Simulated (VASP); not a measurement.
Computed with r2SCAN meta-GGA, VASP's PBE PAW potentials (set 64) (plane waves; VASP).

The input files of a VASP run:

**KPOINTS**
```
Automatic mesh
0
Gamma
6 6 6
0 0 0
```

### INCAR
```
SYSTEM = CeO2
PREC = Accurate
ENCUT = 600
EDIFF = 1E-7
NELM = 100
ALGO = Normal
LREAL = .FALSE.
LASPH = .TRUE.
ISMEAR = 0
SIGMA = 0.05
METAGGA = R2SCAN
LMIXTAU = .TRUE.
LMAXMIX = 6
LWAVE = .FALSE.
LCHARG = .FALSE.
ISIF = 3
IBRION = 2
NSW = 40
EDIFFG = -0.01
PSTRESS = 10
```

**POSCAR**
```
CeO2
1
    0.0000000000     2.7129537392     2.7129537392
    2.7129537392     0.0000000000     2.7129537392
    2.7129537392     2.7129537392     0.0000000000
Ce O
1 2
Direct
  0.0000000000   0.0000000000   0.0000000000
  0.2500000000   0.2500000000   0.2500000000
  0.7500000000   0.7500000000   0.7500000000
```

POTCAR, in this order: Ce O (PBE.64 set). Program: vasp_std.

What VASP printed:

### OUTCAR
```
 ion  position               nearest neighbor table
   1  0.000  0.000  0.000-   3 2.35   3 2.35   3 2.35   2 2.35   3 2.35   2 2.35   2 2.35   2 2.35
  LATTYP: Found a face centered cubic cell.
 ALAT       =     5.4259074784
 Subroutine PRICEL returns:
 Original cell was already a primitive cell.
 Subroutine GETGRP returns: Found 48 space group operations
The static configuration has the point symmetry O_h .
The dynamic configuration has the point symmetry O_h .
 Subroutine INISYM returns: Found 48 space group operations
 Subroutine IBZKPT returns following result:
 Found     16 irreducible k-points:

 Following reciprocal coordinates:
            Coordinates               Weight
  0.000000  0.000000  0.000000      1.000000
  0.166667  0.000000  0.000000      8.000000
  0.333333  0.000000  0.000000      8.000000
  0.500000  0.000000  0.000000      4.000000
  0.166667  0.166667  0.000000      6.000000
  0.333333  0.166667  0.000000     24.000000
  0.500000  0.166667  0.000000     24.000000
 -0.333333  0.166667  0.000000     24.000000
 -0.166667  0.166667  0.000000     12.000000
  0.333333  0.333333  0.000000      6.000000
...
```

### OSZICAR
```
       N       E                     dE             d eps       ncg     rms          rms(c)
DAV:   1     0.222911640209E+03    0.22291E+03   -0.13258E+04   512   0.224E+03
DAV:   2    -0.353549995450E+02   -0.25827E+03   -0.24491E+03   800   0.338E+02
DAV:   3    -0.664154010728E+02   -0.31060E+02   -0.28045E+02   640   0.168E+02
DAV:   4    -0.679482430051E+02   -0.15328E+01   -0.15322E+01   832   0.341E+01
DAV:   5    -0.680338106388E+02   -0.85568E-01   -0.85564E-01   832   0.694E+00    0.319E+01
DAV:   6    -0.536802835149E+02    0.14354E+02   -0.43635E+01   752   0.501E+01    0.104E+01
DAV:   7    -0.542082093367E+02   -0.52793E+00   -0.19508E+01   752   0.482E+01    0.145E+01
DAV:   8    -0.543943982058E+02   -0.18619E+00   -0.91032E+00   784   0.256E+01    0.575E+00
DAV:   9    -0.539124403159E+02    0.48196E+00   -0.64106E+00   752   0.245E+01    0.300E+00
DAV:  10    -0.540021431933E+02   -0.89703E-01   -0.46706E-01   720   0.775E+00    0.491E-01
DAV:  11    -0.540221933028E+02   -0.20050E-01   -0.15176E-01   848   0.340E+00    0.985E-01
DAV:  12    -0.540405789114E+02   -0.18386E-01   -0.51017E-02   744   0.230E+00    0.200E-01
DAV:  13    -0.540303233302E+02    0.10256E-01   -0.79159E-03   664   0.991E-01    0.411E-01
DAV:  14    -0.540407618348E+02   -0.10439E-01   -0.76688E-03   640   0.966E-01    0.630E-02
DAV:  15    -0.540412067335E+02   -0.44490E-03   -0.10199E-03   864   0.320E-01    0.497E-02
DAV:  16    -0.540412009091E+02    0.58244E-05   -0.29061E-05   688   0.537E-02    0.449E-02
DAV:  17    -0.540412011773E+02   -0.26816E-06   -0.29017E-05   856   0.517E-02    0.316E-02
DAV:  18    -0.540412010264E+02    0.15089E-06   -0.63439E-05   736   0.736E-02    0.101E-02
DAV:  19    -0.540412013983E+02   -0.37188E-06   -0.18773E-06   632   0.162E-02    0.755E-03
DAV:  20    -0.540412014455E+02   -0.47225E-07   -0.19716E-06   784   0.141E-02    0.528E-03
DAV:  21    -0.540412019367E+02   -0.49125E-06   -0.18806E-07   352   0.533E-03    0.691E-04
DAV:  22    -0.540412018609E+02    0.75796E-07   -0.10778E-07   352   0.349E-03
   1 F= -.53791945E+02 E0= -.53791945E+02  d E =-.537919E+02
```

File OUTCAR:
```
------------------------ aborting loop because EDIFF is reached ----------------------------------------
  FORCE on cell =-STRESS in cart. coord.  units (eV):
  Direction    XX          YY          ZZ          XY          YZ          ZX
  --------------------------------------------------------------------------------------
  Total        0.2506003      0.2506003      0.2506003     -0.0000000      0.0000000     -0.0000000
  in kB       10.0539107     10.0539107     10.0539107     -0.0000000      0.0000000     -0.0000000
  external PRESSURE =       0.0539107 kB  Pullay stress =      10.0000000 kB
  volume of cell :       39.94
      direct lattice vectors                 reciprocal lattice vectors
     0.000000000  2.712953739  2.712953739    -0.184300968  0.184300968  0.184300968
     2.712953739  0.000000000  2.712953739     0.184300968 -0.184300968  0.184300968
     2.712953739  2.712953739  0.000000000     0.184300968  0.184300968 -0.184300968
 POSITION                                       TOTAL-FORCE (eV/Angst)
 -----------------------------------------------------------------------------------
      0.00000      0.00000      0.00000        -0.000000      0.000000      0.000000
      1.35648      1.35648      1.35648        -0.000000     -0.000000     -0.000000
      4.06943      4.06943      4.06943         0.000000      0.000000      0.000000
 -----------------------------------------------------------------------------------
    total drift:                                0.000000     -0.000000      0.000000
  FREE ENERGIE OF THE ION-ELECTRON SYSTEM (eV)
  ---------------------------------------------------
  free  energy   TOTEN  =       -54.0412018609 eV

  energy  without entropy=      -54.0412018609  energy(sigma->0) =      -54.04120186
  enthalpy is  TOTEN    =       -53.7919453117 eV   P V=        0.2492565492

 reached required accuracy - stopping structural energy minimisation
```
(Selected blocks of OUTCAR.)

The compound is CeO2 in the fluorite structure. It was relaxed first under an external pressure of 1 GPa. The run is not spin-polarised, so no magnetic state was tried.
